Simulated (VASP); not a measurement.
Output of a VASP run:

OSZICAR:
```
       N       E                     dE             d eps       ncg     rms          rms(c)
DAV:   1     0.252569427548E+03    0.25257E+03   -0.17951E+04  1056   0.150E+03
DAV:   2     0.168152019325E+01   -0.25089E+03   -0.24604E+03  1164   0.362E+02
DAV:   3    -0.131741073038E+02   -0.14856E+02   -0.14801E+02  1266   0.863E+01
DAV:   4    -0.133579654489E+02   -0.18386E+00   -0.18374E+00  1242   0.956E+00
DAV:   5    -0.133609956907E+02   -0.30302E-02   -0.30301E-02  1296   0.121E+00    0.115E+01
DAV:   6    -0.122936095448E+02    0.10674E+01   -0.25720E+00  1396   0.167E+01    0.901E+00
DAV:   7    -0.122778935904E+02    0.15716E-01   -0.86983E-01  1224   0.544E+00    0.398E+00
DAV:   8    -0.122735953395E+02    0.42983E-02   -0.12948E-01  1256   0.386E+00    0.571E-01
DAV:   9    -0.122717274281E+02    0.18679E-02   -0.23747E-02  1314   0.203E+00    0.179E-01
DAV:  10    -0.122718340556E+02   -0.10663E-03   -0.18197E-03  1244   0.481E-01    0.113E-01
DAV:  11    -0.122719242449E+02   -0.90189E-04   -0.22829E-04  1274   0.114E-01    0.112E-01
DAV:  12    -0.122719784756E+02   -0.54231E-04   -0.21031E-04  1176   0.860E-02    0.293E-02
DAV:  13    -0.122719848883E+02   -0.64127E-05   -0.26342E-05  1212   0.348E-02    0.123E-02
DAV:  14    -0.122719850612E+02   -0.17293E-06   -0.28068E-06  1242   0.122E-02    0.952E-03
DAV:  15    -0.122719845188E+02    0.54245E-06   -0.17302E-06  1226   0.806E-03    0.140E-03
DAV:  16    -0.122719844986E+02    0.20199E-07   -0.13666E-07   882   0.258E-03
   1 F= -.13477617E+02 E0= -.13477617E+02  d E =0.000000E+00
```

File OUTCAR:
```
------------------------ aborting loop because EDIFF is reached ----------------------------------------
 Edisp (eV)   -1.20563
  FORCE on cell =-STRESS in cart. coord.  units (eV):
  Direction    XX          YY          ZZ          XY          YZ          ZX
  --------------------------------------------------------------------------------------
  Total       0.05378     0.05378     0.07808     0.00000     0.00000     0.00000
  in kB       0.85529     0.85529     1.24179     0.00000     0.00000     0.00000
  external pressure =        0.98 kB  Pullay stress =        0.00 kB
  volume of cell :      100.74
      direct lattice vectors                 reciprocal lattice vectors
     2.075837169 -3.595455272  0.000000000     0.240866677 -0.139064447  0.000000000
     2.075837169  3.595455272  0.000000000     0.240866677  0.139064447  0.000000000
     0.000000000  0.000000000  6.749033320     0.000000000  0.000000000  0.148169368
  FREE ENERGIE OF THE ION-ELECTRON SYSTEM (eV)
  ---------------------------------------------------
  free  energy   TOTEN  =       -13.4776170112 eV

  energy  without entropy=      -13.4776170112  energy(sigma->0) =      -13.47761701

 total charge

# of ion       s       p       d       tot
------------------------------------------
    1        0.422   0.317   9.565  10.304
    2        0.422   0.317   9.565  10.304
    3        1.323   2.399   0.000   3.722
    4        1.323   2.399   0.000   3.722
--------------------------------------------------
tot          3.491   5.432  19.130  28.053

 Electric field gradients after diagonalization (V/A^2)
 (convention: |V_zz| > |V_xx| > |V_yy|)
----------------------------------------------------------------------
 ion       V_xx      V_yy      V_zz     asymmetry (V_yy - V_xx)/ V_zz
----------------------------------------------------------------------
   1      -1.895    -1.895     3.790       0.000
   2      -1.895    -1.895     3.790       0.000
   3       0.160     0.159    -0.319       0.003
   4       0.160     0.159    -0.319       0.003
```
(Selected blocks of OUTCAR.)

File POSCAR:
```
CdS
1
    2.0758371693    -3.5954552723     0.0000000000
    2.0758371693     3.5954552723     0.0000000000
    0.0000000000     0.0000000000     6.7490333203
Cd S
2 2
Direct
  0.6666670000   0.3333330000   0.5000545832
  0.3333330000   0.6666670000   0.0000545832
  0.6666670000   0.3333330000   0.8769454168
  0.3333330000   0.6666670000   0.3769454168
```

Write an INCAR and KPOINTS that could have produced this output.

Several could match; the one computed here: the input of the run itself, PBE GGA with D3 dispersion (Becke-Johnson damping), plane waves, VASP's PBE PAW potentials (set 64).

### INCAR
```
SYSTEM=CdS
LMAXMIX=4   ! l cut-off of mixed one-centre charges
LREAL=.FALSE.   ! projection in real space or not
ENCUT=520
EDIFF=1E-7
LCHARG=.TRUE.
PREC=Accurate
GGA=PE   ! PBE
LORBIT=11   ! lm-projected
NEDOS=601   ! DOS grid
ALGO=Normal   ! blocked Davidson
ISIF=2   ! forces and stress, cell fixed
LWAVE=.FALSE.
LEFG=.TRUE.
LASPH=.TRUE.   ! aspherical one-centre terms
IVDW=12   ! D3, Becke-Johnson
ISMEAR=-5
NELM=100   ! most electronic steps
```

### KPOINTS
```
Automatic mesh
0
Gamma
7 7 4
0 0 0
```

POTCAR, in this order: Cd S (PBE.64 set). Program: vasp_std.

The compound is CdS in the wurtzite structure. It was relaxed first.
